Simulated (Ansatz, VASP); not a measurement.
# BiO5 in VASP and in Ansatz

```
Bi O
1.0
     0.00000    3.39711    3.39711
     3.39711    0.00000    3.39711
     3.39711    3.39711    0.00000
Bi O
1 5
Direct
  0.50000 0.50000 0.50000
  0.37197 0.87601 0.87601
  0.87601 0.87601 0.87601
  0.25000 0.25000 0.25000
  0.87601 0.87601 0.37197
  0.87601 0.37197 0.87601
```

Change from the starting cell: species swapped into the HfNi5 type (F-43m, No. 216).

Alike in both runs: task single point; functional PBE; k mesh 4 × 4 × 4; occupations gaussian, width 0.1 eV; no spin polarisation.

|  | VASP | Ansatz |
| --- | --- | --- |
| version | VASP 6.6.1 | Ansatz 0.2.0 |
| potentials or method | VASP PAW PBE potentials, release 64 (Bi_d, O) | scalar-relativistic, plane waves, PAW |
| plane-wave cutoff (eV) | 520 | 420 |
| valence electrons in the cell | 45 | 45 |

VASP gave:

* gap on the k mesh at the Fermi level (eV): none
* pressure (GPa): -17.9
* rms of the force components (eV/Å): 0.008

**Question.** Estimate Ansatz's values.

**Answer.** gap on the k mesh at the Fermi level (eV): none; pressure (GPa): -17.7; rms of the force components (eV/Å): 0.009.

Atom by atom the forces differ by 0.001 eV/Å (rms over components). A gap of «none» marks a metal or a gap that the smearing closes. The functional is the same, so the differences come from potentials, cutoffs and numerics.

Caveats: the k mesh is coarse (spacing up to 0.40 Å⁻¹), so the values aren't converged; so large a pressure means that the cell lies far from this level's equilibrium, or that cutoff or potentials fall short (VASP); spin-orbit coupling is left out, which moves the levels of the heavy elements; an odd number of electrons without spin polarisation forces a metal; a magnetic or distorted state may lie lower.
